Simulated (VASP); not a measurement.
A convergence study with VASP on CuI (zinc blende): one setting is varied, all else stays as given below, so the limit is that of these other settings.

```
CELL_PARAMETERS angstrom
      0.00000     3.02500     3.02500
      3.02500     0.00000     3.02500
      3.02500     3.02500     0.00000
ATOMIC_POSITIONS crystal
  Cu 0.00000 0.00000 0.00000
  I  0.25000 0.25000 0.25000
```

The numbers are results of PBE GGA, VASP's PBE PAW potentials (set 64) (plane waves; VASP), not measurements. The tightest run used: 550 eV cut-off, 17×17×17 Γ-centred mesh, tetrahedra with Blöchl corrections, potentials Cu I.

Gaps are read on the run's mesh, which can miss a band edge.

```json
[
 {"setting": "3×3×3 mesh", "E (eV/atom)": "-2.7010", "pressure (GPa)": "1.65", "gap on the mesh (eV)": "1.159", "irreducible k-points": "4"},
 {"setting": "4×4×4 mesh", "E (eV/atom)": "-2.7632", "pressure (GPa)": "0.87", "gap on the mesh (eV)": "1.157", "irreducible k-points": "8"},
 {"setting": "5×5×5 mesh", "E (eV/atom)": "-2.7762", "pressure (GPa)": "0.71", "gap on the mesh (eV)": "1.159", "irreducible k-points": "10"}
]
```

Task: These are the cheaper rows. Estimate the results at 17×17×17 mesh, and how far the last row shown lies from them.

Result: 
| quantity | tightest run | last row shown is off by |
|---|---|---|
| E (eV/atom) | -2.7806 | 0.0044 |
| pressure (GPa) | 0.64 | 0.07 |
| gap on the mesh (eV) | 1.161 | -0.002 |

Left out are rungs that failed or repeat a setting and relaxations that didn't move; long series are thinned to 24 rows.

The compound is CuI in the zinc blende structure. The cell was not relaxed at this level.
